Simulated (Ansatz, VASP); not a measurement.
## ScF3 (series): VASP beside Ansatz

Contents of INCAR:

```
  PREC = Accurate
  ENCUT = 520
  EDIFF = 1E-7
  ISMEAR = 0
  SIGMA = 0.02
  LREAL = F
  LASPH = T
  NELM = 100
  ALGO = Normal
  ISIF = 2
  LWAVE = F
  LCHARG = F
  GGA = CA
  NBANDS = 24
```

Contents of KPOINTS:

```
regular mesh
0
Gamma
  4 4 4
```

The input POSCAR:

```
ScF3
1.0
    4.0124500000      0.0000000000      0.0000000000
    0.0000000000      4.0124500000      0.0000000000
    0.0000000000      0.0000000000      4.0124500000
Sc F
1 3
Direct
    0.0000000000      0.0000000000      0.0000000000
    0.5000000000      0.0000000000      0.0000000000
    0.0000000000      0.5000000000      0.0000000000
    0.0000000000      0.0000000000      0.5000000000
```

Input for Ansatz:

```yaml
crystal:
  lattice:
    - [4.01245, 0.0, 0.0]
    - [0.0, 4.01245, 0.0]
    - [0.0, 0.0, 4.01245]
  atoms:
    - { symbol: Sc, position: [0.0, 0.0, 0.0] }
    - { symbol: F, position: [0.5, 0.0, 0.0] }
    - { symbol: F, position: [0.0, 0.5, 0.0] }
    - { symbol: F, position: [0.0, 0.0, 0.5] }
basis:
  ecutwfc: 420
kpoints:
  mp_grid: { grid: [4, 4, 4] }
hamiltonian:
  xc: lda
scf:
  occupations: { method: gaussian, width: 0.02 }
output:
  forces: true
  stress: true
  eigenvalues: true
```

Alike in both runs: task single point; functional LDA; k mesh 4 × 4 × 4; occupations gaussian, width 0.02 eV; no spin polarisation.

|  | VASP | Ansatz |
| --- | --- | --- |
| version | VASP 6.6.1 | Ansatz 0.2.0 |
| potentials or method | VASP PAW LDA potentials, release 64 (Sc_sv, F) | scalar-relativistic, plane waves, PAW |
| plane-wave cutoff (eV) | 520 | 420 |
| valence electrons in the cell | 32 | 32 |

VASP gave:

- gap on the k mesh at the Fermi level (eV): 6.18
- least direct gap on the mesh (eV): 6.71
- pressure (GPa): -2.3

Estimate Ansatz's values.

gap on the k mesh at the Fermi level (eV): 6.21; least direct gap on the mesh (eV): 6.75; pressure (GPa): -3.0.

A k mesh can miss the band edges. As with any semilocal functional, this LDA gap is likely too small.
